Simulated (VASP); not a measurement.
# Si3Bi2Te3 (P-3m1) in VASP: single point with PBEsol

Aim: the single point of Si3Bi2Te3 with PBEsol.

Program: VASP 6.6.1. These are calculated values, not measurements. Logs are shortened: lines on timing, memory, paths and dates and some standing lists are left out, and cuts for length are marked.

## (1) The crystal as given

It takes space group P-3m1 (No. 164, trigonal). The conventional cell has a = 4.101 Å, b = 4.101 Å, c = 31.900 Å, α = 90.00°, β = 90.00°, γ = 120.00°. Si (site symmetry 3m) is surrounded by 4 Si at 2.37 to 2.47 Å. Si (site symmetry 3m) has 4 Si at 2.37 to 2.46 Å as nearest neighbours. Si (site symmetry 3m) is surrounded by 3 Si at 2.46 Å and 1 Te at 2.64 Å. Bi (site symmetry 3m) is surrounded by 6 Te at 3.05 to 3.35 Å. Bi (site symmetry 3m) is surrounded by 6 Te at 3.16 to 3.18 Å. Te (site symmetry 3m) is surrounded by 3 Bi at 3.05 Å. Around Te (site symmetry 3m) lie 6 Bi at 3.18 to 3.35 Å. Around Te (site symmetry 3m) lie 1 Si at 2.64 Å.

The cell was built by a generator and needn't be a form met in nature.

## (2) Single point, PBEsol

The input, INCAR:

```
SYSTEM = Si3Bi2Te3
PREC     = Accurate       ! precision mode
ENCUT    = 520            ! plane-wave cutoff, eV
EDIFF    = 1E-7           ! SCF threshold, eV
ISMEAR   = 0              ! smearing method
SIGMA    = 0.1            ! smearing width, eV
LREAL    = .FALSE.        ! projectors in reciprocal space
LASPH    = .TRUE.         ! aspherical terms in the spheres
NELM     = 100            ! most SCF steps
ALGO     = Normal         ! electronic algorithm
ISIF     = 2              ! what is computed and relaxed
LWAVE    = .FALSE.        ! write WAVECAR
LCHARG   = .FALSE.        ! write CHGCAR
GGA      = PS             ! functional
NBANDS   = 74             ! bands
KPAR     = 4
```

The input, KPOINTS:

```
regular mesh
0
G
  8 8 1
  0 0 0
```

The input, POSCAR:

```
Si3Bi2Te3
1.0
    4.1009200000      0.0000000000      0.0000000000
   -2.0504600000      3.5515010000      0.0000000000
    0.0000000000      0.0000000000     31.8997400000
Si Bi Te
6 4 6
Direct
    0.3333330000      0.6666670000      0.0109180000
    0.3333330000      0.6666670000      0.0853630000
    0.0000000000      0.0000000000      0.1064610000
    0.6666670000      0.3333330000      0.9890820000
    0.6666670000      0.3333330000      0.9146370000
    0.0000000000      0.0000000000      0.8935390000
    0.0000000000      0.0000000000      0.3954150000
    0.3333330000      0.6666670000      0.2547080000
    0.6666670000      0.3333330000      0.7452920000
    0.0000000000      0.0000000000      0.6045850000
    0.3333330000      0.6666670000      0.4558990000
    0.6666670000      0.3333330000      0.3210990000
    0.0000000000      0.0000000000      0.1893330000
    0.0000000000      0.0000000000      0.8106670000
    0.6666670000      0.3333330000      0.5441010000
    0.3333330000      0.6666670000      0.6789010000
```

Potentials or basis: VASP PAW PBE potentials, release 64 (Si, Bi_d, Te).

Run with:

```console
$ cat potpaw_PBE.64/Si/POTCAR potpaw_PBE.64/Bi_d/POTCAR potpaw_PBE.64/Te/POTCAR > POTCAR
$ mpirun -np 4 vasp_std > vasp.out
```

OUTCAR:

```text
SYSTEM = Si3Bi2Te3
   PREC = Accurate
   ENCUT = 520
   EDIFF = 1E-7
   ISMEAR = 0
   LREAL = .FALSE.
   LASPH = .TRUE.
   NELM = 100
   ISIF = 2
   GGA = PS

 ion  position               nearest neighbor table
   1  0.333  0.667  0.011-   2 2.37   4 2.47   4 2.47   4 2.47
   2  0.333  0.667  0.085-   1 2.37   3 2.46   3 2.46   3 2.46
   3  0.000  0.000  0.106-   2 2.46   2 2.46   2 2.46  13 2.64
   4  0.667  0.333  0.989-   5 2.37   1 2.47   1 2.47   1 2.47
   5  0.667  0.333  0.915-   4 2.37   6 2.46   6 2.46   6 2.46
   6  0.000  0.000  0.894-   5 2.46   5 2.46   5 2.46  14 2.64
   7  0.000  0.000  0.395-  11 3.05  11 3.05  11 3.05  12 3.35  12 3.35  12 3.35
   8  0.333  0.667  0.255-  13 3.16  13 3.16  13 3.16  12 3.18  12 3.18  12 3.18
   9  0.667  0.333  0.745-  14 3.16  14 3.16  14 3.16  16 3.18  16 3.18  16 3.18
  10  0.000  0.000  0.605-  15 3.05  15 3.05  15 3.05  16 3.35  16 3.35  16 3.35
  11  0.333  0.667  0.456-   7 3.05   7 3.05   7 3.05  15 3.68  15 3.68  15 3.68
  12  0.667  0.333  0.321-   8 3.18   8 3.18   8 3.18   7 3.35   7 3.35   7 3.35
  13  0.000  0.000  0.189-   3 2.64   8 3.16   8 3.16   8 3.16
  14  0.000  0.000  0.811-   6 2.64   9 3.16   9 3.16   9 3.16
  15  0.667  0.333  0.544-  10 3.05  10 3.05  10 3.05  11 3.68  11 3.68  11 3.68
  16  0.333  0.667  0.679-   9 3.18   9 3.18   9 3.18  10 3.35  10 3.35  10 3.35

  LATTYP: Found a hexagonal cell.
 ALAT       =     4.1009200000
 C/A-ratio  =     7.7786789306

  Lattice vectors:

 A1 = (   4.1009200000,   0.0000000000,   0.0000000000)
 A2 = (  -2.0504600000,   3.5515010000,   0.0000000000)
 A3 = (   0.0000000000,   0.0000000000,  31.8997400000)

Analysis of symmetry for initial positions (statically):
=====================================================================
 Subroutine PRICEL returns:
 Original cell was already a primitive cell.

 Routine SETGRP: Setting up the symmetry group for a
 hexagonal supercell.

 Subroutine GETGRP returns: Found 12 space group operations
 (whereof 12 operations were pure point group operations)
 out of a pool of 24 trial point group operations.

The static configuration has the point symmetry D_3d.

Analysis of symmetry for dynamics (positions and initial velocities):
=====================================================================
 Subroutine PRICEL returns:
 Original cell was already a primitive cell.

 Routine SETGRP: Setting up the symmetry group for a
 hexagonal supercell.

 Subroutine GETGRP returns: Found 12 space group operations
 (whereof 12 operations were pure point group operations)
 out of a pool of 24 trial point group operations.

The dynamic configuration has the point symmetry D_3d.

 Subroutine INISYM returns: Found 12 space group operations
 (whereof 12 operations are pure point group operations),
 and found     1 'primitive' translations

----------------------------------------------------------------------------------------

                                     Primitive cell

  volume of cell :     464.6013

  direct lattice vectors                    reciprocal lattice vectors
     4.100920000  0.000000000  0.000000000     0.243847722  0.140785544  0.000000000
    -2.050460000  3.551501000  0.000000000     0.000000000  0.281571088  0.000000000
     0.000000000  0.000000000 31.899740000     0.000000000  0.000000000  0.031348218

  length of vectors
     4.100920000  4.100920088 31.899740000     0.281571094  0.281571088  0.031348218

  position of ions in fractional coordinates (direct lattice)
     0.333333000  0.666667000  0.010918000
     0.333333000  0.666667000  0.085363000
     0.000000000  0.000000000  0.106461000
     0.666667000  0.333333000  0.989082000
     0.666667000  0.333333000  0.914637000
     0.000000000  0.000000000  0.893539000
[... 8 lines left out ...]
     0.666667000  0.333333000  0.544101000
     0.333333000  0.666667000  0.678901000

  ion indices of the primitive-cell ions
   primitive index   ion index
                 1           1
                 2           2
                 3           3
                 4           4
                 5           5
                 6           6
[... 8 lines left out ...]
                15          15
                16          16

----------------------------------------------------------------------------------------

 KPOINTS: regular mesh

Automatic generation of k-mesh.
 Grid dimensions read from file:
 generate k-points for:    8    8    1

 Generating k-lattice:

  Cartesian coordinates                     Fractional coordinates (reciprocal lattice)
     0.030480965  0.017598193  0.000000000     0.125000000  0.000000000  0.000000000
     0.000000000  0.035196386  0.000000000     0.000000000  0.125000000  0.000000000
     0.000000000  0.000000000  0.031348218     0.000000000  0.000000000  1.000000000

  Length of vectors
     0.035196387  0.035196386  0.031348218

  Shift w.r.t. Gamma in fractional coordinates (k-lattice)
     0.000000000  0.000000000  0.000000000

 Subroutine IBZKPT returns following result:
 ===========================================

 Found     10 irreducible k-points:

 Following reciprocal coordinates:
            Coordinates               Weight
  0.000000  0.000000  0.000000      1.000000
  0.125000  0.000000  0.000000      6.000000
  0.250000  0.000000  0.000000      6.000000
  0.375000  0.000000  0.000000      6.000000
  0.500000  0.000000  0.000000      3.000000
  0.125000  0.125000  0.000000      6.000000
  0.250000  0.125000  0.000000     12.000000
  0.375000  0.125000  0.000000     12.000000
  0.250000  0.250000  0.000000      6.000000
  0.375000  0.250000  0.000000      6.000000
   k-points           NKPTS =     10   k-points in BZ     NKDIM =     10   number of bands    NBANDS=     74
   number of dos      NEDOS =    301   number of ions     NIONS =     16
   total plane-waves  NPLWV = 216000
   dimension x,y,z NGX =    30 NGY =   30 NGZ =  240
   dimension x,y,z NGXF=    60 NGYF=   60 NGZF=  480
   ions per type =               6   4   6
   NGX,Y,Z   is equivalent  to a cutoff of  12.16, 12.16, 12.51 a.u.
   NGXF,Y,Z  is equivalent  to a cutoff of  24.32, 24.32, 25.02 a.u.
 SYSTEM =  Si3Bi2Te3
   PREC   = accura    normal or accurate (medium, high low for compatibility)
   ISTART =      0    job   : 0-new  1-cont  2-samecut
   ICHARG =      2    charge: 1-file 2-atom 10-const
   ISPIN  =      1    spin polarized calculation?
   LNONCOLLINEAR =      F non collinear calculations
   LSORBIT =      F    spin-orbit coupling
   LASPH  =      T    aspherical Exc in radial PAW
   ENCUT  =  520.0 eV  38.22 Ry    6.18 a.u.   7.62  7.62 59.31*2*pi/ulx,y,z
   NELM   =    100;   NELMIN=  2; NELMDL= -5     # of ELM steps
   EDIFF  = 0.1E-06   stopping-criterion for ELM
   LREAL  =      F    real-space projection
   EDIFFG = 0.1E-05   stopping-criterion for IOM
   NSW    =      0    number of steps for IOM
   IBRION =     -1    ionic relax: 0-MD 1-quasi-New 2-CG
   NFREE  =      0    steps in history (QN), initial steepest desc. (CG)
   ISIF   =      2    stress and relaxation
   ISYM   =      2    0-nonsym 1-usesym 2-fastsym
   POTIM  = 0.5000    time-step for ionic-motion
   TEBEG  =    0.0;   TEEND  =   0.0 temperature during run
   PSTRESS=    0.0 pullay stress
   NELECT =     120.0000    total number of electrons
   NUPDOWN=      -1.0000    fix difference up-down
   EMIN   =  10.00;   EMAX   =-10.00  energy-range for DOS
   EFERMI =   0.00;   METHOD = LEGACY
   ISMEAR =     0;   SIGMA  =   0.10  broadening in eV -4-tet -1-fermi 0-gaus
   EFERMI_NEDOS =   21; number of points for ismear=-14 and -15
   IALGO  =     38    algorithm
   IMIX   =      4    mixing-type and parameters
     AMIX     =   0.40;   BMIX     =  1.00
     AMIX_MAG =   1.60;   BMIX_MAG =  1.00
  volume/ion in A,a.u.               =      29.04       195.96
  Fermi-wavevector in a.u.,A,eV,Ry     =   1.042578  1.970186 14.789102  1.086968
  Thomas-Fermi vector in A             =   2.177249
   LORBIT       =      0    0 simple, 1 ext, 2 COOP (PROOUT), +10 PAW based schemes
   GGA     = PS    functional components
   LHFCALC =     F    Hartree Fock is set to
   AEXX    =    0.0000 exact exchange contribution
   IVDW    =     0    specifies the selected vdW correction
   LEPSILON=     F    determine dielectric tensor
   LRPA    =     F    only Hartree local field effects (RPA)
 non-spin polarized calculation
 Gauss-broadening in eV      SIGMA  =   0.10
  energy-cutoff  :      520.00
  volume of cell :      464.60
 maximum number of plane-waves:     12569
   NGX = 15   NGY = 15   NGZ =119

 number of electron     120.0000023 magnetization

 Free energy of the ion-electron system (eV)
  ---------------------------------------------------
  ext. energy  EPLUGINS =         0.00000000
  ---------------------------------------------------
  free energy    TOTEN  =       -72.61740809 eV

  energy without entropy =      -72.58451335  energy(sigma->0) =      -72.60096072

 E-fermi :   6.1774     XC(G=0):  -9.4870

 val. band max:        6.1731593048   @ k =   0.2500   0.0000   0.0000
 cond. band min:       6.2221639507   @ k =   0.3750   0.1250   0.0000
 fundamental gap:      0.0490046459
 Fermi energy:         6.1773826246

 k-point     1 :       0.0000    0.0000    0.0000
  band No.  band energies     occupation
      1     -17.1167      2.00000
      2     -17.1167      2.00000
      3     -17.1014      2.00000
      4     -17.1014      2.00000
      5     -17.1014      2.00000
      6     -17.1014      2.00000
[... 64 lines left out ...]
     71       8.1037      0.00000
     72       8.1037      0.00000

 k-point     2 :       0.1250    0.0000    0.0000
  band No.  band energies     occupation
      1     -17.1147      2.00000
      2     -17.1147      2.00000
      3     -17.1040      2.00000
      4     -17.1040      2.00000
      5     -17.1011      2.00000
      6     -17.1011      2.00000
[... 592 lines left out ...]
 k-point    10 :       0.3750    0.2500    0.0000
  band No.  band energies     occupation
      1     -17.1152      2.00000
      2     -17.1152      2.00000
      3     -17.1091      2.00000
      4     -17.1091      2.00000
      5     -17.1008      2.00000
      6     -17.1008      2.00000
[... 64 lines left out ...]
     71       8.9187      0.00000
     72       9.1030      0.00000
 [bands above 72 left out]

------------------------ aborting loop because EDIFF is reached ----------------------------------------

  FORCE on cell =-STRESS in cart. coord.  units (eV):
  Direction    XX          YY          ZZ          XY          YZ          ZX
  --------------------------------------------------------------------------------------
  -------------------------------------------------------------------------------------
  Total       -6.1507697     -6.1507701     -7.2934826      0.0000000      0.0000000      0.0000000
  in kB      -21.2109279    -21.2109291    -25.1515730      0.0000000      0.0000000      0.0000000
  external PRESSURE =     -22.5244767 kB  Pullay stress =       0.0000000 kB

 VOLUME and BASIS-vectors are now :
 -----------------------------------------------------------------------------
  energy-cutoff  :      520.00
  volume of cell :      464.60
      direct lattice vectors                 reciprocal lattice vectors
     4.100920000  0.000000000  0.000000000     0.243847722  0.140785544  0.000000000
    -2.050460000  3.551501000  0.000000000     0.000000000  0.281571088  0.000000000
     0.000000000  0.000000000 31.899740000     0.000000000  0.000000000  0.031348218

 POSITION                                       TOTAL-FORCE (eV/Angst)
 -----------------------------------------------------------------------------------
     -0.00000      2.36767      0.34828        -0.000000      0.000000     -0.045148
     -0.00000      2.36767      2.72306        -0.000000      0.000000      0.028075
      0.00000      0.00000      3.39608        -0.000000      0.000000      0.014886
      2.05046      1.18383     31.55146         0.000000     -0.000000      0.045148
      2.05046      1.18383     29.17668         0.000000     -0.000000     -0.028075
      0.00000      0.00000     28.50366        -0.000000     -0.000000     -0.014886
[... 8 lines left out ...]
      2.05046      1.18383     17.35668        -0.000000      0.000000      0.091901
     -0.00000      2.36767     21.65677         0.000000      0.000000      0.050749
 -----------------------------------------------------------------------------------
    total drift:                                0.000000      0.000000      0.000000

  FREE ENERGIE OF THE ION-ELECTRON SYSTEM (eV)
  ---------------------------------------------------
  free  energy   TOTEN  =       -72.6174080919 eV

  energy  without entropy=      -72.5845133472  energy(sigma->0) =      -72.60096072
```

Wall time 14 min (4 MPI ranks of Intel Xeon Platinum 8375C at 2.90GHz (Ice Lake), shared host); peak memory 0.68 GiB.

What came out:

- Free energy: -72.6174 eV
- Pressure: -2.3 GPa
- Largest force: 0.101 eV/Å
- Band gap on the k mesh: none (metal or under the smearing width)

Forces on the atoms (eV/Å):
```
Si   0.000  0.000 -0.045
Si   0.000  0.000  0.028
Si   0.000  0.000  0.015
Si   0.000  0.000  0.045
Si   0.000  0.000 -0.028
Si   0.000  0.000 -0.015
Bi   0.000  0.000  0.042
Bi   0.000  0.000  0.004
Bi   0.000  0.000 -0.004
Bi   0.000  0.000 -0.042
Te   0.000  0.000 -0.092
Te   0.000  0.000 -0.051
Te   0.000  0.000  0.101
Te   0.000  0.000 -0.101
Te   0.000  0.000  0.092
Te   0.000  0.000  0.051
```

Levels at points of the mesh, in eV from the Fermi level:
```tsv
k point	band 58	band 59	band 60	band 61	band 62	band 63
(0.00, 0.00, 0.00)	-0.37	-0.25	-0.15	0.19	0.69	1.03
(0.50, 0.00, 0.00)	-1.12	-1.04	-0.49	-0.08	-0.02	0.49
```

Caveat: the PAW data sets were made with another functional, which shifts forces and pressure a little; spin-orbit coupling is left out, which moves the levels of the heavy elements.
